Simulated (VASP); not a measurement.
Data:

```
As
1.0
    3.58870    -1.91718     0.00000
    3.58870     1.91718     0.00000
    2.65228     0.00000     3.17861
As
2
Direct
  0.22700   0.22700   0.22700
  0.77767   0.77767   0.77300
```

The numbers are results of PBE GGA, VASP's PBE PAW potentials (set 64) (plane waves; VASP), not measurements. Numerical set-up: 400 eV cut-off, 4×4×4 Γ-centred mesh, first-order Methfessel-Paxton smearing of 0.10 eV, potentials As.

Q: What does the run give for the energy per atom (σ→0), pressure, largest force?

A: 
The energy per atom (σ→0) is -4.706 eV/atom. The pressure is 2.05 GPa and the largest force is 0.241 eV/Å.

The absolute energy has meaning only against runs of the same code, potentials and settings.

The compound is As in the a7 structure. The cell was not relaxed at this level. The k-mesh is coarse (spacing up to 0.50 per Å, 2π included), so the numbers may not be converged in it. The run is one of a series of settings (KPOINTS 4×4×4 Γ-centred mesh against the base run), some of them coarse on purpose.
